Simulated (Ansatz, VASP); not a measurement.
**Ge (Germanium): VASP beside Ansatz**

Wanted: the spread between two codes on one cell, functional and k mesh. The structure shown is the start of the Ansatz relaxation below; VASP solves that cell, so the two are compared at the walk's first step.

Program: Ansatz 0.2.0. Level of theory: plane waves, with VASP 6.6.1 beside it; single point at PBEsol. Results are calculated unless marked as measured.

**1. Starting point**

It takes space group R-3m (No. 166, trigonal). Conventional cell: a = 4.053 Å, b = 4.053 Å, c = 9.830 Å, α = 90.00°, β = 90.00°, γ = 120.00°. Ge has 4 Ge at 2.46 to 2.48 Å nearest.

**2. Ansatz: relaxation, PBEsol**

Ansatz runs on its PAW soft_1 files.

The two programs are compared at the cell with which this relaxation starts, whose forces are those of its first step.

Contents of input.yaml:

```yaml
crystal:
  lattice:
    - [-0.0189184816, 2.8472314773, 2.8472314773]
    - [2.8472314773, -0.0189184816, 2.8472314773]
    - [2.8472314773, 2.8472314773, -0.0189184816]
  atoms:
    - { symbol: Ge, position: [0.4999723089, 0.4999723089, 0.4999723089] }
    - { symbol: Ge, position: [0.7500276911, 0.7500276911, 0.7500276911] }
  conventional_axes: [[-1, 1, 0], [0, -1, 1], [1, 1, 1]]
kpoints:
  mp_grid: { grid: [12, 12, 12], shift: [0.5, 0.5, 0.5] }
hamiltonian:
  xc: pbesol
  pseudopotentials: { kind: paw, azcp: { folder: soft_1 }, xc_functional: pbe }
scf:
  occupations: { method: gaussian, width: 0.015 }
output:
  forces: true
  stress: true
  eigenvalues: true
relax:
  adjacent_minimum: "off"
  f_tol: 0.001
  max_steps: 60
  cell: { stress_tol: 0.01, fix: [a, b, angles] }
```

Command:

```sh
$ ansatz run input.yaml --threads 4 --pin off --max-ram 10240MiB --backend cpu --events-out ev --progress --plain --runs-dir out
```

Numbers of over 12 decimals in the logs are rounded to 6 here.

What it wrote:

```text
Engine: ansatz 0.2.0, aarch64-unknown-linux-gnu
Pseudopotentials: kind: paw
Pseudopotential: Ge, paw, valence charge 14, recommended cutoff 420 eV (normal), soft_1/Ge.paw.azcp
Functional definition: PBEsol
  exchange = pbesol_x
  correlation = pbesol_c
Crystal: 2 atoms, lattice volume = 46.624 Å³
Basis set: ecut = 420 eV, 917 PW (Γ), exchange–correlation on 54×54×54 points (8 copies of the dense FFT grid, shifted against one another)
Bands: 18, of which v1, the nominal top of the filled ones, is band 14 counted from 1 (13 counted from 0)
Symmetry: 12 space group operations
Space group: R-3m (ITA 166), of the structure as read, at distance tolerance 3.6e-5 Å
k-points: 182 of 1728
Non-local potential: Ge, projectors of the file, l = 0: 2, l = 1: 2, l = 2: 3, l = 3: 1
PAW form: soft (Blöchl's): semilocal exchange-correlation on the pseudo side does not see the compensation charge
PAW frozen core: Ge, regenerated for the run's functional, and the local potential with it (the file was generated under x = pbe(κ = 0.804, μ = 0.219515), c = pbe(β = 0.066725))
PAW one-centre angular grid: Ge, 590 points (default); XC on 64 Gauss nodes
Initial density: superposition of atomic densities (chi_scale 0.1, normalization cell)
Initial wavefunctions: pseudopotential atomic-orbital guess
Functional: x = pbesol(κ = 0.804, μ = 0.123457), c = pbesol(β = 0.046)
SCF iter   1: F=—  HF=-8507.068998 eV  |F-HF|=—  |Δ(HF+E_count)|=         —  Δρ=3.39e-2  dr2=4.27e-1  ethr=3.10e-3  ⟨swp⟩=6.0  Hψ=14984  notcnv=0
preconditioner: auto → none  [insulator: Δε(μ)=0.107 eV  Ē_g=23.158 eV  σ=0.015 eV  W_gap=1.00  n_scr=14 (ndim 8)  ℏωp=28.8 eV  f_vac=0.000  D(μ)=0.00/eV (n_scr^D=0)  ε∞_Penn≈2.5]
SCF iter   2: F=—  HF=-8507.008982 eV  |F-HF|=—  |Δ(HF+E_count)|=   6.00e-2  Δρ=1.63e-2  dr2=8.22e-2  ethr=1.53e-3  ⟨swp⟩=2.0  Hψ=5365  notcnv=0
SCF iter   3: F=—  HF=-8507.002246 eV  |F-HF|=—  |Δ(HF+E_count)|=   6.74e-3  Δρ=1.39e-3  dr2=2.39e-4  ethr=2.93e-4  ⟨swp⟩=2.5  Hψ=4425  notcnv=0
SCF iter   4: F=—  HF=-8507.002454 eV  |F-HF|=—  |Δ(HF+E_count)|=   2.07e-4  Δρ=1.12e-4  dr2=4.82e-6  ethr=8.55e-7  ⟨swp⟩=2.1  Hψ=5754  notcnv=0
SCF iter   5: F=—  HF=-8507.002459 eV  |F-HF|=—  |Δ(HF+E_count)|=   5.54e-6  Δρ=1.21e-4  dr2=5.29e-6  ethr=1.72e-8  ⟨swp⟩=2.0  Hψ=5825  notcnv=0
SCF iter   6: F=-8507.002451 eV  HF=-8507.002451 eV  |F-HF|=5.89e-9  |Δ(HF+E_count)|=   8.11e-6  Δρ=9.44e-6  dr2=3.60e-8  ethr=3.57e-10  ⟨swp⟩=3.4  Hψ=15737  notcnv=0
SCF 1 converged in 6 iterations: F = -8507.002451 eV  dr2 = 3.60e-8
  greatest PAW one-centre occupation: 0.998 electrons in one spin orbital (limit 2), on the Ge atom at site 1 (counted from 0), in its partial waves of l = 2
relax step   1: F+E_penalty+E_count = -8507.00245095 eV  Δ(F+E_penalty+E_count) = +0.000e0 eV  max|allowed force component| = 5.269e-2 eV/Å  Δτ_max = 0.0000 Å  P = -1.267 GPa  Ω = 46.624 Å³  fix = [a, b, alpha, beta, gamma]  reactions: a -1.771, b -1.771 GPa  (6 SCF iters, dr2 threshold 1.00e-7 eV, accepted)
[...]
relax step   2: F+E_penalty+E_count = -8507.00311559 eV  Δ(F+E_penalty+E_count) = -6.646e-4 eV  max|allowed force component| = 1.349e-2 eV/Å  Δτ_max = 0.0074 Å  P = -0.952 GPa  Ω = 46.392 Å³  energy of the carried Pulay correction = +3.783e-5 eV  fix = [a, b, alpha, beta, gamma]  reactions: a -1.471, b -1.471 GPa  (4 SCF iters, dr2 threshold 1.74e-7 eV, accepted)
[...]
relax step   3: F+E_penalty+E_count = -8507.00315810 eV  Δ(F+E_penalty+E_count) = -4.252e-5 eV  max|allowed force component| = 9.118e-5 eV/Å  Δτ_max = 0.0016 Å  P = -1.023 GPa  Ω = 46.444 Å³  energy of the carried Pulay correction = +2.942e-5 eV  fix = [a, b, alpha, beta, gamma]  reactions: a -1.537, b -1.537 GPa  (3 SCF iters, dr2 threshold 1.91e-8 eV, accepted)
[...]
relax step   4: F+E_penalty+E_count = -8507.00312992 eV  Δ(F+E_penalty+E_count) = +2.818e-5 eV  max|allowed force component| = 9.310e-5 eV/Å  Δτ_max = 0.0000 Å  P = -1.023 GPa  Ω = 46.444 Å³  fix = [a, b, alpha, beta, gamma]  reactions: a -1.537, b -1.537 GPa  stress off target by 3.58e-3 GPa on what of the cell is left free  SCF on the basis re-selected at this cell (its energy is not comparable with the rows above)  (6 SCF iters)
basis re-selected at this cell: Δ(F+E_penalty+E_count) = +2.818e-5 eV, ΔP = -0.000 GPa vs the last step (what re-selecting the basis moved, of the pressure what is left beyond the Pulay correction that the steps carried, after the strain that the cell walked since its last selection, with what the two solves' SCF thresholds leave and, on support functions, any second-order correction that the steps lacked; it is no m [...]
SCF converged after 6 iterations
Free energy (F): -8507.003130 eV
Harris-Foulkes:  -8507.003130 eV  (|F-HF|=1.82e-12)
Internal energy: -8507.003103 eV  (E = F + TS)
E sigma→0 (E₀):  -8507.003117 eV
Entropy (-TS):   -0.000027 eV (-0.013 meV/atom)
Fermi energy:    7.999175 eV
--- Per-component energies (eV) ---
  E_band       = -311.795353
  E_kinetic    = 185.155934
  E_local      = -4540.474499  (includes V_loc(G=0)·N_el)
  E_nonlocal   = 438.484052
  E_hartree    = 2158.947574
  E_xc         = -141.931503
  E_vxc        = -129.977947  (∫ρ·V_xc dr)
  E_paw        = -3944.530415  (= ΣΔE_a)
  E_vpaw       = -582.878060  (= ΣTr[D̂ρ^β])
  E_aug_tail   = 0.000028  (compensation charges beyond the density's cutoff)
  E_ewald      = -2664.490149
  E_core_change = 1.835876  (= ΣΔE_core)
  E_smearing   = -0.000027  (= −TS)
  E_closure    = -0.000000  (closes the sum)
  Σ components = -8507.003130   (vs F -8507.003130, Δ=0.00e0)
--- Forces (eV/Å), atoms counted from 1 ---
  atom   1  Ge    -0.00009310    -0.00009310    -0.00009310
  atom   2  Ge     0.00009310     0.00009310     0.00009310
  max |Σ_I F_I| component: 4.62e-18 eV/Å
--- Stress (GPa, compression-positive) ---
       -1.023168       0.513372       0.513372
        0.513372      -1.023168       0.513372
        0.513372       0.513372      -1.023168
  P = ⅓ Tr σ = -1.0232 GPa (-10.232 kbar)
--- Band table (eV; the first three rows and the last of 182) ---
  k-point 0: bands = [... 10 lower, -4.5023, 7.2782, 7.9940, 7.9940, 8.5504, 10.6099, 10.6099, 10.7685]
  k-point 1: bands = [... 10 lower, -4.3919, 6.0891, 7.6210, 7.9276, 9.0781, 10.7238, 10.8357, 11.4089]
  k-point 2: bands = [... 10 lower, -4.1212, 4.5615, 7.2131, 7.6264, 9.0523, 11.1348, 11.4028, 12.4676]
  k-point 181: bands = [... 10 lower, -2.3581, 0.5997, 5.8444, 6.5307, 8.7426, 11.5831, 11.9627, 15.2930]
--- Relaxed structure (3 steps of the walk, 3 accepted, 1 SCFs on fresh bases) ---
  F+E_penalty+E_count = -8507.00312992 eV   max|allowed force component| = 9.310e-5 eV/Å   (the final SCF, on the basis selected at the relaxed cell)
  cell:  # Å, volume = 46.4435 Å³
    - [-0.026224, 2.839926, 2.839926]
    - [2.839926, -0.026224, 2.839926]
    - [2.839926, 2.839926, -0.026224]
  atoms:
    - { symbol: Ge, position: [0.499376, 0.499376, 0.499376] }
    - { symbol: Ge, position: [0.750624, 0.750624, 0.750624] }
```

(Continued in part 2 of 5.)

[Lines on the potential files, build, host, timing and source positions are cut from VASP's logs without a mark.]

[Logs are printed without paths, hosts, clocks, repeated set-up lines and the standing remarks that a program may print on its own settings, such as how far it seeks lower states.]

[Hosts, paths, dates, database ids (printed as entryN), source tags and the programs' standing remarks are cut or masked in the printed files.]
